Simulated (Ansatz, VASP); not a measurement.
Two plane-wave programs on TiRh

```
Ti Rh
1.0
     2.96601    0.00000    0.00000
     0.00000    2.96601    0.00000
     0.00000    0.00000    3.40660
Ti Rh
1 1
Direct
  0.50000 0.50000 0.50000
  0.00000 0.00000 0.00000
```

Alike in both runs: task relaxation of cell and atoms; functional LDA; k mesh 14 × 14 × 12; occupations gaussian, width 0.1 eV; no spin polarisation.

```csv
,VASP,Ansatz
version,VASP 6.6.1,Ansatz 0.2.0
potentials or method,"VASP PAW LDA potentials, release 64 (Ti_sv, Rh_pv)","scalar-relativistic, plane waves, PAW"
plane-wave cutoff (eV),600,420
valence electrons in the cell,27,29
```

|  | VASP | Ansatz | Ansatz less VASP |
| --- | --- | --- | --- |
| gap on the k mesh at the Fermi level, each at its own relaxed structure (eV) | none | none | - |
| relaxed volume (Å³/atom) | 14.08 | 14.06 | -0.025 |
| relaxed cell length with the largest relative difference (Å) | 3.345 | 3.343 | -0.0021 |
| energy change over the relaxation (meV/atom) | -36 | -38 | -2.2 |

A gap of «none» marks a metal or a gap that the smearing closes. The two sets of potentials don't hold the same shells in valence.

LDA usually gives volumes a few per cent too small. Zero-point motion and thermal expansion aren't in these numbers.
